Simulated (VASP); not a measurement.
Here is the system:

```
Te
1.0
    2.26767    -3.92772     0.00000
    2.26767     3.92772     0.00000
    0.00000     0.00000     5.95648
Te
3
Direct
  0.00000   0.26623   0.66667
  0.73377   0.73377   0.00000
  0.26623   0.00000   0.33333
```

All values below come from modified Becke-Johnson potential (mBJ), VASP's PBE PAW potentials (set 64) (plane waves; VASP). Numerical set-up: 520 eV cut-off, 4×4×4 Γ-centred mesh, Gaussian smearing of 0.050 eV, potentials Te.

mBJ is a potential without an energy functional, so only the levels count. The path is coarsely sampled, so an indirect gap can come out somewhat too large. Unless said otherwise, spin-orbit coupling is left out, though it shifts the bands of the heavy elements here.

Problem. Estimate the band gap (over mesh and band path) with the smallest direct gap where there is one.

Solution. 
| Quantity | Value |
|---|---|
| band gap (over mesh and band path) | 0.44 eV |
| smallest direct gap (over mesh and band path) | 0.47 eV |

Total energies compare only between runs with the same potentials, cut-off and functional.

The compound is Te in the trig structure. It was relaxed first. The cell's shape comes from a PBE relaxation.
